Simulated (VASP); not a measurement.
These are PBEsol GGA, VASP's PBE PAW potentials (set 64) (plane waves; VASP) values and carry that method's errors.

A VASP calculation is set up with these files.

**POSCAR**
```
TaTe
1
    3.3795409746     0.0000000000     0.0000000000
    0.0000000000     3.3795409746     0.0000000000
   -0.0000000000    -0.0000000000     3.3795409746
Ta Te
1 1
Direct
  0.0000000000   0.0000000000   0.0000000000
  0.5000000000   0.5000000000   0.5000000000
```

File KPOINTS:
```
Automatic
0
Gamma
12 12 12
```

INCAR:
```
LWAVE = F
EDIFF = 1E-7   ! SCF stop (eV)
LASPH = T   ! aspherical one-centre terms
SYSTEM = TaTe
ALGO = Normal
ISMEAR = -5   ! tetrahedra, Bloechl
NELM = 100   ! most electronic steps
LREAL = F
GGA = PS   ! PBEsol
PREC = Accurate
LMAXMIX = 6   ! l cut-off of mixed one-centre charges
ISIF = 2   ! forces and stress, cell fixed
LCHARG = T
LORBIT = 11   ! lm-projected
NEDOS = 601
ENCUT = 400   ! plane-wave cut-off (eV)
```

POTCAR, in this order: Ta_pv Te (PBE.64 set). Program: vasp_std.

Output of the run:

**OSZICAR**
```
       N       E                     dE             d eps       ncg     rms          rms(c)
DAV:   1     0.781176180924E+02    0.78118E+02   -0.74860E+03  2024   0.105E+03
DAV:   2    -0.134083906682E+02   -0.91526E+02   -0.88488E+02  2340   0.260E+02
DAV:   3    -0.163224265982E+02   -0.29140E+01   -0.28432E+01  2600   0.431E+01
DAV:   4    -0.163671511784E+02   -0.44725E-01   -0.44707E-01  2348   0.550E+00
DAV:   5    -0.163680585042E+02   -0.90733E-03   -0.90976E-03  2688   0.738E-01    0.141E+01
DAV:   6    -0.159427667192E+02    0.42529E+00   -0.10603E+00  2380   0.893E+00    0.687E+00
DAV:   7    -0.158827161789E+02    0.60051E-01   -0.10897E-01  2584   0.292E+00    0.218E+00
DAV:   8    -0.158759265030E+02    0.67897E-02   -0.13628E-02  2424   0.757E-01    0.271E-01
DAV:   9    -0.158758025236E+02    0.12398E-03   -0.56307E-04  2412   0.217E-01    0.147E-01
DAV:  10    -0.158757780897E+02    0.24434E-04   -0.98865E-05  2384   0.102E-01    0.158E-02
DAV:  11    -0.158757773326E+02    0.75713E-06   -0.22685E-06  2492   0.138E-02    0.744E-03
DAV:  12    -0.158757768289E+02    0.50372E-06   -0.14210E-07  1736   0.447E-03    0.150E-03
DAV:  13    -0.158757769736E+02   -0.14474E-06   -0.28775E-08  1432   0.143E-03    0.755E-04
DAV:  14    -0.158757769630E+02    0.10624E-07   -0.33863E-09  1264   0.608E-04
   1 F= -.15875777E+02 E0= -.15875777E+02  d E =0.000000E+00
```

File OUTCAR:
```
------------------------ aborting loop because EDIFF is reached ----------------------------------------
  FORCE on cell =-STRESS in cart. coord.  units (eV):
  Direction    XX          YY          ZZ          XY          YZ          ZX
  --------------------------------------------------------------------------------------
  Total       -0.0131227     -0.0131227     -0.0131227      0.0000000      0.0000000      0.0000000
  in kB       -0.5447022     -0.5447022     -0.5447022      0.0000000      0.0000000      0.0000000
  external PRESSURE =      -0.5447022 kB  Pullay stress =       0.0000000 kB
  volume of cell :       38.60
      direct lattice vectors                 reciprocal lattice vectors
     3.379540975  0.000000000  0.000000000     0.295898173  0.000000000  0.000000000
     0.000000000  3.379540975  0.000000000     0.000000000  0.295898173  0.000000000
     0.000000000  0.000000000  3.379540975     0.000000000  0.000000000  0.295898173
 POSITION                                       TOTAL-FORCE (eV/Angst)
 -----------------------------------------------------------------------------------
      0.00000      0.00000      0.00000         0.000000      0.000000      0.000000
      1.68977      1.68977      1.68977         0.000000      0.000000      0.000000
 -----------------------------------------------------------------------------------
    total drift:                               -0.000000      0.000000      0.000000
  FREE ENERGIE OF THE ION-ELECTRON SYSTEM (eV)
  ---------------------------------------------------
  free  energy   TOTEN  =       -15.8757769630 eV

  energy  without entropy=      -15.8757769630  energy(sigma->0) =      -15.87577696

 total charge

# of ion       s       p       d       tot
------------------------------------------
    1        0.280   6.111   2.422   8.813
    2        1.340   1.991   0.149   3.480
--------------------------------------------------
tot          1.620   8.102   2.571  12.293
```
(Selected blocks of OUTCAR.)

For a metal the tetrahedron method with Blöchl corrections gives inexact stress and forces.

The structure was generated: TaTe was put into the CsCl type type (Pm-3m), which need not be its known phase. It was relaxed first, which changed the volume by -40 %. The electron count is odd and the run is not spin-polarised, which forces a metal.
